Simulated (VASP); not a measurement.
These are vdW-DF2, VASP's PBE PAW potentials (set 64) (plane waves; VASP 6.6.1) values and carry that method's errors.

The input files of a VASP run:

### KPOINTS
```
K-points
0
Gamma
 8 8 8
0 0 0
```

### POSCAR
```
Ni3Fe
1
    3.6292555946    -0.0000000000     0.0000000000
   -0.0000000000     3.6292555946    -0.0000000000
   -0.0000000000    -0.0000000000     3.6292555946
Fe Ni
1 3
Direct
  0.0000000000   0.0000000000   0.0000000000
  0.0000000000   0.5000000000   0.5000000000
  0.5000000000   0.0000000000   0.5000000000
  0.5000000000   0.5000000000   0.0000000000
```

INCAR:
```
AGGAC=0.0
ALGO=Normal
EDIFF=1E-6
EDIFFG=-0.02
ENCUT=520
GGA=ML
IBRION=2
ISIF=3
ISMEAR=1
ISPIN=2
LASPH=T
LCHARG=F
LMAXMIX=4
LORBIT=10
LREAL=F
LUSE_VDW=T
LWAVE=F
MAGMOM=2.9 3*0.6
NELM=100
NSW=60
PREC=Accurate
SIGMA=0.1
SYSTEM=Ni3Fe
ZAB_VDW=-1.8867
```

POTCAR, in this order: Fe Ni (PBE.64 set). Program: vasp_std.

What VASP printed:

File OUTCAR:
```
 ion  position               nearest neighbor table
   1  0.000  0.000  0.000-   2 2.57   3 2.57   4 2.57   2 2.57   3 2.57   2 2.57   4 2.57   2 2.57
                             3 2.57   4 2.57   3 2.57   4 2.57
   2  0.000  0.500  0.500-   1 2.57   3 2.57   4 2.57   1 2.57   4 2.57   1 2.57   3 2.57   1 2.57
                             3 2.57   4 2.57   4 2.57   3 2.57
   3  0.500  0.000  0.500-   1 2.57   2 2.57   4 2.57   1 2.57   4 2.57   2 2.57   4 2.57   4 2.57
                             1 2.57   2 2.57   1 2.57   2 2.57
   4  0.500  0.500  0.000-   1 2.57   2 2.57   3 2.57   2 2.57   3 2.57   1 2.57   3 2.57   3 2.57
                             1 2.57   2 2.57   2 2.57   1 2.57
  LATTYP: Found a simple cubic cell.
 ALAT       =     3.6292555946
 Subroutine PRICEL returns:
 Original cell was already a primitive cell.
 Subroutine GETGRP returns: Found 48 space group operations
The static configuration has the point symmetry O_h .
The dynamic configuration has the point symmetry O_h .
The overall configuration has the point symmetry O_h .
 Subroutine INISYM returns: Found 48 space group operations
 Subroutine IBZKPT returns following result:
 Found     35 irreducible k-points:

 Following reciprocal coordinates:
            Coordinates               Weight
  0.000000  0.000000  0.000000      1.000000
  0.125000  0.000000  0.000000      6.000000
  0.250000  0.000000  0.000000      6.000000
  0.375000  0.000000  0.000000      6.000000
  0.500000  0.000000  0.000000      3.000000
  0.125000  0.125000  0.000000     12.000000
  0.250000  0.125000  0.000000     24.000000
  0.375000  0.125000  0.000000     24.000000
  0.500000  0.125000  0.000000     12.000000
  0.250000  0.250000  0.000000     12.000000
  0.375000  0.250000  0.000000     24.000000
  0.500000  0.250000  0.000000     12.000000
  0.375000  0.375000  0.000000     12.000000
  0.500000  0.375000  0.000000     12.000000
  0.500000  0.500000  0.000000      3.000000
  0.125000  0.125000  0.125000      8.000000
  0.250000  0.125000  0.125000     24.000000
...
```

### OSZICAR
```
       N       E                     dE             d eps       ncg     rms          rms(c)
DAV:   1     0.256337815983E+03    0.25634E+03   -0.17443E+04  3556   0.210E+03
DAV:   2     0.187154276751E+00   -0.25615E+03   -0.24839E+03  3517   0.370E+02
DAV:   3    -0.145290102686E+02   -0.14716E+02   -0.13886E+02  3639   0.121E+02
DAV:   4    -0.148011788309E+02   -0.27217E+00   -0.26898E+00  3761   0.165E+01
DAV:   5    -0.148080617436E+02   -0.68829E-02   -0.68819E-02  4895   0.215E+00    0.176E+01
DAV:   6    -0.146085859304E+02    0.19948E+00   -0.42469E+01  3831   0.104E+02    0.311E+01
DAV:   7    -0.154566034492E+02   -0.84802E+00   -0.19567E+01  4452   0.124E+02    0.249E+01
DAV:   8    -0.113790016411E+02    0.40776E+01   -0.12428E+01  4372   0.526E+01    0.609E+00
DAV:   9    -0.115634625427E+02   -0.18446E+00   -0.85379E-01  3854   0.121E+01    0.327E+00
DAV:  10    -0.115341769142E+02    0.29286E-01   -0.16113E-01  5125   0.900E+00    0.103E+00
DAV:  11    -0.115392868225E+02   -0.51099E-02   -0.51346E-02  5518   0.258E+00    0.126E+00
DAV:  12    -0.115378455716E+02    0.14413E-02   -0.51886E-03  4708   0.188E+00    0.498E-01
DAV:  13    -0.115380417916E+02   -0.19622E-03   -0.30140E-03  4922   0.112E+00    0.107E-01
DAV:  14    -0.115381166434E+02   -0.74852E-04   -0.65032E-04  4896   0.270E-01    0.135E-01
DAV:  15    -0.115380835772E+02    0.33066E-04   -0.10983E-04  4508   0.238E-01    0.327E-02
DAV:  16    -0.115380916333E+02   -0.80561E-05   -0.14380E-05  4204   0.503E-02    0.420E-02
DAV:  17    -0.115380894934E+02    0.21398E-05   -0.59318E-06  3658   0.653E-02    0.126E-02
DAV:  18    -0.115380882501E+02    0.12433E-05   -0.25369E-06  2530   0.287E-02    0.147E-03
DAV:  19    -0.115380884100E+02   -0.15985E-06   -0.11396E-06  2232   0.105E-02
   1 F= -.11538088E+02 E0= -.11538001E+02  d E =-.115381E+02  mag=     4.7366
```

**OUTCAR**
```
------------------------ aborting loop because EDIFF is reached ----------------------------------------
  FORCE on cell =-STRESS in cart. coord.  units (eV):
  Direction    XX          YY          ZZ          XY          YZ          ZX
  --------------------------------------------------------------------------------------
  Total       -0.0669621     -0.0669621     -0.0669621     -0.0000000      0.0000000     -0.0000000
  in kB       -2.2443331     -2.2443331     -2.2443331     -0.0000000      0.0000000     -0.0000000
  external PRESSURE =      -2.2443331 kB  Pullay stress =       0.0000000 kB
  volume of cell :       47.80
      direct lattice vectors                 reciprocal lattice vectors
     3.629255595  0.000000000  0.000000000     0.275538598  0.000000000  0.000000000
     0.000000000  3.629255595  0.000000000     0.000000000  0.275538598  0.000000000
     0.000000000  0.000000000  3.629255595     0.000000000  0.000000000  0.275538598
 POSITION                                       TOTAL-FORCE (eV/Angst)
 -----------------------------------------------------------------------------------
      0.00000      0.00000      0.00000         0.000000      0.000000      0.000000
      0.00000      1.81463      1.81463         0.000000      0.000000      0.000000
      1.81463      0.00000      1.81463         0.000000      0.000000      0.000000
      1.81463      1.81463      0.00000         0.000000      0.000000      0.000000
 -----------------------------------------------------------------------------------
    total drift:                                0.000000      0.000000      0.000000
  FREE ENERGIE OF THE ION-ELECTRON SYSTEM (eV)
  ---------------------------------------------------
  free  energy   TOTEN  =       -11.5380884100 eV

  energy  without entropy=      -11.5378258502  energy(sigma->0) =      -11.53800089

 total charge

# of ion       s       p       d       tot
------------------------------------------
    1        0.444   0.424   6.147   7.015
    2        0.479   0.433   8.359   9.271
    3        0.479   0.433   8.359   9.271
    4        0.479   0.433   8.359   9.271
--------------------------------------------------
tot          1.881   1.723  31.224  34.828

 magnetization (x)

# of ion       s       p       d       tot
------------------------------------------
    1        0.013  -0.001   2.879   2.891
    2       -0.013  -0.039   0.690   0.639
    3       -0.013  -0.039   0.690   0.639
    4       -0.013  -0.039   0.690   0.639
--------------------------------------------------
tot         -0.026  -0.116   4.950   4.807

 reached required accuracy - stopping structural energy minimisation
```
(Selected blocks of OUTCAR.)

The compound is Ni3Fe in the L1_2 structure. It was relaxed first, which changed the volume by +7 %. The start is the result of an earlier pass.
